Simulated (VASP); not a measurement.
Shape and ions are relaxed at each volume.

Here is the system:

SnO2 is taken in the tetragonal space group P4₂/mnm (No. 136), the rutile structure, Pearson symbol tP6. Conventional cell: a = b = 4.835 Å, c = 3.242 Å, α = β = γ = 90.00°. Sn on 2a is coordinated by 6 O at 2.092–2.096 Å (octahedral). O on 4f is coordinated by 3 Sn at 2.092–2.096 Å (trigonal planar). (Neighbours: up to the widest gap in distance over summed covalent radii, below 1.35, at either atom; cation-cation and far metal-metal contacts left out.)

Level of theory: PBE GGA, VASP's PBE PAW potentials (set 64) (plane waves; VASP 6.6.1). Run with 520 eV cut-off, 5×5×7 Γ-centred mesh, Gaussian smearing of 0.050 eV, potentials Sn_d O.

Question: Give the energy at these volumes per atom, relative to the lowest: 11.86, 12.24, 12.62, 12.99, 13.37 Å³.

Answer: 28.2, 6.9, 0.0, 5.0, 19.6 meV/atom. A third-order Birch-Murnaghan fit gives B0 = 165 GPa and B0′ = 5.6.

The compound is SnO2 in the rutile structure. It was relaxed first, which changed the volume by +6 %.
